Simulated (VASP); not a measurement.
# Be4TeSe3 (P-4m2) in VASP: further runs, part 2 of 2

VASP 6.6.1. The steps go on from the part before.

## 3. Single point, PBE

This run uses another cell than the first one, of the same volume but with other edges.

Contents of INCAR:

```
ALGO = Fast ; EDIFF = 1E-5
ENCUT = 520 ; GGA = PE
ISIF = 2 ; ISMEAR = 0
LASPH = True ; LCHARG = False
LREAL = Auto ; LWAVE = False
NELM = 80 ; PREC = Normal
SIGMA = 0.05
```

Contents of KPOINTS:

```
k-points
0
Gamma
  5 5 5
```

Contents of POSCAR:

```
Be4TeSe3
1.0
   -2.6541400000      2.6541400000      5.3014100000
    2.6541400000     -2.6541400000      5.3014100000
    2.6541400000      2.6541400000     -5.3014100000
Be Te Se
4 1 3
Direct
    0.3666420000      0.8933660000      0.0000000000
    0.8933660000      0.3666420000      0.0000000000
    0.6333580000      0.6333580000      0.5267240000
    0.1066340000      0.1066340000      0.4732760000
    0.5000000000      0.5000000000      0.0000000000
    0.7500000000      0.2500000000      0.5000000000
    0.2500000000      0.7500000000      0.5000000000
    0.0000000000      0.0000000000      0.0000000000
```

Potentials or basis: VASP PAW PBE potentials, release 64 (Be, Te, Se).

On the command line:

```sh
cat potpaw_PBE.64/Be/POTCAR potpaw_PBE.64/Te/POTCAR potpaw_PBE.64/Se/POTCAR > POTCAR
mpirun -np 1 vasp_std > vasp.out
```

OUTCAR:

```text
EDIFF = 1E-5
   ENCUT = 520
   GGA = PE
   ISIF = 2
   ISMEAR = 0
   LASPH = True
   LREAL = Auto
   NELM = 80
   PREC = Normal

 ion  position               nearest neighbor table
   1  0.367  0.893  0.000-   8 2.25   6 2.27   7 2.27   5 2.41
   2  0.893  0.367  0.000-   8 2.25   7 2.27   6 2.27   5 2.41
   3  0.633  0.633  0.527-   8 2.25   7 2.27   6 2.27   5 2.41
   4  0.107  0.107  0.473-   8 2.25   7 2.27   6 2.27   5 2.41
   5  0.500  0.500  0.000-   3 2.41   1 2.41   2 2.41   4 2.41
   6  0.750  0.250  0.500-   2 2.27   3 2.27   4 2.27   1 2.27
   7  0.250  0.750  0.500-   1 2.27   3 2.27   4 2.27   2 2.27
   8  0.000  0.000  0.000-   1 2.25   2 2.25   3 2.25   4 2.25

  LATTYP: Found a body centered tetragonal cell.
 ALAT       =     5.3082800000
 C/A-ratio  =     1.9974115909

  Lattice vectors:

 A1 = (  -2.6541400000,   2.6541400000,   5.3014100000)
 A2 = (   2.6541400000,  -2.6541400000,   5.3014100000)
 A3 = (   2.6541400000,   2.6541400000,  -5.3014100000)

Analysis of symmetry for initial positions (statically):
=====================================================================
 Subroutine PRICEL returns:
 Original cell was already a primitive cell.

 Routine SETGRP: Setting up the symmetry group for a
 body centered tetragonal supercell.

 Subroutine GETGRP returns: Found  8 space group operations
 (whereof  8 operations were pure point group operations)
 out of a pool of 16 trial point group operations.

The static configuration has the point symmetry D_2d.

Analysis of symmetry for dynamics (positions and initial velocities):
=====================================================================
 Subroutine PRICEL returns:
 Original cell was already a primitive cell.

 Routine SETGRP: Setting up the symmetry group for a
 body centered tetragonal supercell.

 Subroutine GETGRP returns: Found  8 space group operations
 (whereof  8 operations were pure point group operations)
 out of a pool of 16 trial point group operations.

The dynamic configuration has the point symmetry D_2d.

 Subroutine INISYM returns: Found  8 space group operations
 (whereof  8 operations are pure point group operations),
 and found     1 'primitive' translations

----------------------------------------------------------------------------------------

                                     Primitive cell

  volume of cell :     149.3823

  direct lattice vectors                    reciprocal lattice vectors
    -2.654140000  2.654140000  5.301410000     0.000000000  0.188384938  0.094314531
     2.654140000 -2.654140000  5.301410000     0.188384938  0.000000000  0.094314531
     2.654140000  2.654140000 -5.301410000     0.188384938  0.188384938  0.000000000

  length of vectors
     6.495680585  6.495680585  6.495680585     0.210675380  0.210675380  0.266416535

  position of ions in fractional coordinates (direct lattice)
     0.366642000  0.893366000  0.000000000
     0.893366000  0.366642000  0.000000000
     0.633358000  0.633358000  0.526724000
     0.106634000  0.106634000  0.473276000
[... 44 lines left out ...]
  0.000000  0.000000  0.000000      1.000000
  0.200000 -0.000000  0.000000      8.000000
  0.400000  0.000000  0.000000      8.000000
  0.200000  0.200000  0.000000      8.000000
  0.400000  0.200000  0.000000     16.000000
 -0.400000  0.200000  0.000000     16.000000
[... 10 lines left out ...]
 -0.400000  0.400000  0.400000      4.000000
 -0.400000 -0.400000  0.400000      2.000000
   k-points           NKPTS =     18   k-points in BZ     NKDIM =     18   number of bands    NBANDS=     21
   number of dos      NEDOS =    301   number of ions     NIONS =      8
   total plane-waves  NPLWV =  46656
   dimension x,y,z NGX =    36 NGY =   36 NGZ =   36
   dimension x,y,z NGXF=    72 NGYF=   72 NGZF=   72
   ions per type =               4   1   3
   NGX,Y,Z   is equivalent  to a cutoff of   9.21,  9.21,  9.21 a.u.
   NGXF,Y,Z  is equivalent  to a cutoff of  18.43, 18.43, 18.43 a.u.
 SYSTEM =  unknown system
   PREC   = normal    normal or accurate (medium, high low for compatibility)
   ISTART =      0    job   : 0-new  1-cont  2-samecut
   ICHARG =      2    charge: 1-file 2-atom 10-const
   ISPIN  =      1    spin polarized calculation?
   LNONCOLLINEAR =      F non collinear calculations
   LSORBIT =      F    spin-orbit coupling
   LASPH  =      T    aspherical Exc in radial PAW
   ENCUT  =  520.0 eV  38.22 Ry    6.18 a.u.  12.08 12.08 12.08*2*pi/ulx,y,z
   NELM   =     80;   NELMIN=  2; NELMDL= -5     # of ELM steps
   EDIFF  = 0.1E-04   stopping-criterion for ELM
   LREAL  =      T    real-space projection
   EDIFFG = 0.1E-03   stopping-criterion for IOM
   NSW    =      0    number of steps for IOM
   IBRION =     -1    ionic relax: 0-MD 1-quasi-New 2-CG
   NFREE  =      0    steps in history (QN), initial steepest desc. (CG)
   ISIF   =      2    stress and relaxation
   ISYM   =      2    0-nonsym 1-usesym 2-fastsym
   POTIM  = 0.5000    time-step for ionic-motion
   TEBEG  =    0.0;   TEEND  =   0.0 temperature during run
   PSTRESS=    0.0 pullay stress
   NELECT =      32.0000    total number of electrons
   NUPDOWN=      -1.0000    fix difference up-down
   EMIN   =  10.00;   EMAX   =-10.00  energy-range for DOS
   EFERMI =   0.00;   METHOD = LEGACY
   ISMEAR =     0;   SIGMA  =   0.05  broadening in eV -4-tet -1-fermi 0-gaus
   EFERMI_NEDOS =   21; number of points for ismear=-14 and -15
   IALGO  =     68    algorithm
   IMIX   =      4    mixing-type and parameters
     AMIX     =   0.40;   BMIX     =  1.00
     AMIX_MAG =   1.60;   BMIX_MAG =  1.00
  volume/ion in A,a.u.               =      18.67       126.01
  Fermi-wavevector in a.u.,A,eV,Ry     =   0.979547  1.851075 13.054950  0.959512
  Thomas-Fermi vector in A             =   2.110408
   LORBIT       =      0    0 simple, 1 ext, 2 COOP (PROOUT), +10 PAW based schemes
   GGA     = PE    functional components
   LHFCALC =     F    Hartree Fock is set to
   AEXX    =    0.0000 exact exchange contribution
   IVDW    =     0    specifies the selected vdW correction
   LEPSILON=     F    determine dielectric tensor
   LRPA    =     F    only Hartree local field effects (RPA)
 non-spin polarized calculation
 RMM-DIIS sequential band-by-band and
 Gauss-broadening in eV      SIGMA  =   0.05
  energy-cutoff  :      520.00
  volume of cell :      149.38
 maximum number of plane-waves:      4041
   NGX = 25   NGY = 25   NGZ = 25

 number of electron      31.9999998 magnetization

 Free energy of the ion-electron system (eV)
  ---------------------------------------------------
  ext. energy  EPLUGINS =         0.00000000
  ---------------------------------------------------
  free energy    TOTEN  =       -34.01031938 eV

  energy without entropy =      -34.01031938  energy(sigma->0) =      -34.01031938

 E-fermi :   3.9548     XC(G=0):  -9.2548

 val. band max:        3.7406127389   @ k =   0.0000   0.0000   0.0000
 cond. band min:       6.0667092788   @ k =   0.0000   0.0000   0.0000
 fundamental gap:      2.3260965399
 Fermi energy:         3.9548110260

 k-point     1 :       0.0000    0.0000    0.0000
  band No.  band energies     occupation
      1      -9.8026      2.00000
      2      -8.4727      2.00000
      3      -8.4227      2.00000
      4      -6.4171      2.00000
      5      -1.3107      2.00000
      6      -0.7074      2.00000
[... 421 lines left out ...]
     20       7.4743      0.00000
     21       7.6464      0.00000

------------------------ aborting loop because EDIFF is reached ----------------------------------------

  FORCE on cell =-STRESS in cart. coord.  units (eV):
  Direction    XX          YY          ZZ          XY          YZ          ZX
  --------------------------------------------------------------------------------------
  -------------------------------------------------------------------------------------
  Total        0.0464828      0.0464828      0.1005725      0.0000000     -0.0000000      0.0000000
  in kB        0.4985444      0.4985444      1.0786755      0.0000000     -0.0000000      0.0000000
  external PRESSURE =       0.6919214 kB  Pullay stress =       0.0000000 kB

 VOLUME and BASIS-vectors are now :
 -----------------------------------------------------------------------------
  energy-cutoff  :      520.00
  volume of cell :      149.38
      direct lattice vectors                 reciprocal lattice vectors
    -2.654140000  2.654140000  5.301410000     0.000000000  0.188384938  0.094314531
     2.654140000 -2.654140000  5.301410000     0.188384938  0.000000000  0.094314531
     2.654140000  2.654140000 -5.301410000     0.188384938  0.188384938  0.000000000

 POSITION                                       TOTAL-FORCE (eV/Angst)
 -----------------------------------------------------------------------------------
      1.39800     -1.39800      6.67982        -0.002182      0.002182     -0.005507
     -1.39800      1.39800      6.67982         0.002182     -0.002182     -0.005507
      1.39800      1.39800      3.92300        -0.002182     -0.002182      0.005507
      1.25614      1.25614     -1.37841         0.002182      0.002182      0.005507
      0.00000      0.00000      5.30141         0.000000      0.000000     -0.000000
      0.00000      2.65414      2.65070         0.000000      0.000000     -0.000000
      2.65414      0.00000      2.65070         0.000000      0.000000     -0.000000
      0.00000      0.00000      0.00000         0.000000      0.000000     -0.000000
 -----------------------------------------------------------------------------------
    total drift:                               -0.000012     -0.000012     -0.000016

  FREE ENERGIE OF THE ION-ELECTRON SYSTEM (eV)
  ---------------------------------------------------
  free  energy   TOTEN  =       -34.0103193786 eV

  energy  without entropy=      -34.0103193786  energy(sigma->0) =      -34.01031938
```

Run time: 40 s. Hardware: 1 thread of Intel Xeon Platinum 8259CL at 2.50GHz (Skylake/Cascade Lake), shared host; peak memory 0.22 GiB.

What came out:

```yaml
Free_energy: -34.0103 eV
Pressure: 0.1 GPa
Largest_force: 0.006 eV/Å
Band_gap_on_the_k_mesh: 2.33 eV, direct
```

Forces in eV/Å, atoms in the order of the input:
```
Be  -0.002  0.002 -0.006
Be   0.002 -0.002 -0.006
Be  -0.002 -0.002  0.006
Be   0.002  0.002  0.006
Te   0.000  0.000  0.000
Se   0.000  0.000  0.000
Se   0.000  0.000  0.000
Se   0.000  0.000  0.000
```

Levels at points of the mesh, in eV from the valence-band top:
```tsv
k point	band 13	band 14	band 15	band 16	band 17	band 18	band 19	band 20
(0.00, 0.00, 0.00)	-2.63	-0.02	0.00	0.00	2.33	3.70	4.03	4.60
```

Caveat: spin-orbit coupling is left out, which moves the levels of the heavy elements; an odd mesh through Γ misses points on the zone boundary, where band edges often lie.

## 4. Relaxation of cell and atoms, PBE

This run uses another cell than the first one, of 18.31 Å³/atom, 0.979 times its volume.

Contents of INCAR:

```
PREC = Normal
ENCUT = 520
EDIFF = 1E-5
ISMEAR = 0
SIGMA = 0.05
LREAL = Auto
LASPH = T
NELM = 80
ALGO = Fast
ISIF = 3
LWAVE = F
LCHARG = F
GGA = PE
IBRION = 2
NSW = 110
EDIFFG = -0.03
ISYM = 0
```

Contents of KPOINTS:

```
regular mesh
0
Gamma
  5 5 2
```

Contents of POSCAR:

```
Be4TeSe3
1.0
    3.7192330000     -0.0380408100     -0.0262537900
   -0.0380408100      3.6937927900     -0.0745780400
   -0.0739828400     -0.2101599700     10.6654282700
Be Te Se
4 1 3
Direct
    0.4933360300      0.0410774600      0.3789814600
    0.0926516200      0.4375786400      0.6249478200
    0.9605675800      0.4729218600      0.1238688100
    0.5304044700      0.9857580600      0.8512108800
    0.9711889200      0.0201097200      0.9911668000
    0.5687737600      0.4587056100      0.2396527100
    0.9999858600      0.9777311500      0.4921856700
    0.5501929800      0.5335781800      0.7272966100
```

On the command line:

```sh
cat potpaw_PBE.64/Be/POTCAR potpaw_PBE.64/Te/POTCAR potpaw_PBE.64/Se/POTCAR > POTCAR
mpirun -np 1 vasp_std > vasp.out
```

It took 6.6 min on 1 thread of Intel Xeon Platinum 8259CL at 2.50GHz (Skylake/Cascade Lake), shared host; peak memory 0.22 GiB.

The run converged. Its results:

```yaml
Free_energy: -33.9601 eV
Relaxed_volume: 18.69 Å³/atom
Relaxed_cell: a = 3.759 Å, b = 3.762 Å, c = 10.576 Å, α = 90.05°, β = 90.05°, γ = 89.96°
Space_group_after_relaxing_to_0.05_Å: P-4m2 (No. 115)
Energy_gained_by_relaxing: 234.7 meV/atom
Ionic_steps: 18
Pressure_after_relaxing: 0.0 GPa
Largest_force_after_relaxing: 0.026 eV/Å
Band_gap_on_the_k_mesh: 2.14 eV, direct
```

Forces in eV/Å, atoms in the order of the input:
```
Be  -0.006  0.015 -0.005
Be  -0.008 -0.012 -0.014
Be   0.006 -0.003  0.003
Be  -0.020  0.001  0.001
Te   0.024 -0.006  0.006
Se   0.013 -0.014  0.010
Se  -0.005  0.013 -0.007
Se  -0.005  0.005  0.005
```

Stress tensor (GPa, compression positive):
```
 0.10 -0.02  0.07
-0.02 -0.03  0.05
 0.07  0.05 -0.01
```

Step by step:
```
step  energy change (eV)  largest force (eV/Å)  pressure (GPa)  volume (Å³)
   1              0.0000                4.2475            6.00       146.44
   2             -1.2819                1.2226           -3.86       161.32
   3             -1.2918                1.2341           -3.25       159.75
   4             -1.6392                0.7200           -1.16       152.89
   5             -1.7167                0.6284            0.85       148.18
   6             -1.7957                0.3546            0.38       148.86
   7             -1.8016                0.4212            0.27       149.10
   8             -1.8324                0.2847           -0.21       150.10
   9             -1.8436                0.2572           -0.77       151.31
  10             -1.8636                0.1973            0.13       149.30
  11             -1.8647                0.2232            0.40       148.69
  12             -1.8741                0.0885            0.08       149.45
  13             -1.8741                0.0916            0.06       149.49
  14             -1.8758                0.0484           -0.09       149.82
  15             -1.8758                0.0511           -0.16       149.92
  16             -1.8768                0.0531            0.03       149.49
  17             -1.8769                0.0541            0.11       149.34
  18             -1.8776                0.0259            0.02       149.54
```

Final structure:
```cif
data_structure
_symmetry_space_group_name_H-M 'P 1'
_symmetry_Int_Tables_number 1
_cell_length_a 3.7587
_cell_length_b 3.7620
_cell_length_c 10.5758
_cell_angle_alpha 90.052
_cell_angle_beta 90.047
_cell_angle_gamma 89.957
_cell_volume 149.54
loop_
_atom_site_label
_atom_site_type_symbol
_atom_site_fract_x
_atom_site_fract_y
_atom_site_fract_z
_atom_site_occupancy
Be1 Be 0.52108 0.99045 0.37138 1
Be2 Be 0.02248 0.49113 0.61115 1
Be3 Be 0.01860 0.49195 0.13185 1
Be4 Be 0.52149 0.99015 0.85021 1
Te1 Te 0.02057 0.99172 0.99112 1
Se1 Se 0.51897 0.49129 0.25119 1
Se2 Se 0.02151 0.99082 0.49137 1
Se3 Se 0.52240 0.48996 0.73104 1
```

Levels at points of the mesh, in eV from the valence-band top:
```
           k point  band 14  band 15  band 16  band 17  band 18  band 19
(0.00, 0.00, 0.00)    -0.25    -0.01     0.00     2.14     3.06     3.18
(0.00, 0.00, 0.50)    -1.19    -0.29    -0.28     2.35     2.63     3.69
```

Caveat: spin-orbit coupling is left out, which moves the levels of the heavy elements; an odd mesh through Γ misses points on the zone boundary, where band edges often lie.

## 5. Summary

| task | cell | k mesh | gap on the mesh (eV) | pressure (GPa) | largest force (eV/Å) |
| --- | --- | --- | --- | --- | --- |
| single point | P-4m2, 18.69 Å³/atom | 5 × 5 × 2 | 2.15 | 0.0 | 0.01 |
| single point | I-42m, 18.67 Å³/atom | 5 × 5 × 5 | 2.33 | 0.1 | 0.01 |
| relaxation of cell and atoms | relaxed | 5 × 5 × 2 | 2.14 | 0.0 | 0.03 |

Alike in all rows: level PBE; potentials or basis VASP PAW PBE potentials, release 64 (Be, Te, Se); no spin polarisation; cutoff (eV) 520; smearing gaussian 0.05 eV.

Caveats: spin-orbit coupling is left out, which moves the levels of the heavy elements; an odd mesh through Γ misses points on the zone boundary, where band edges often lie.

Absolute energies hang on the potentials; compare differences alone.
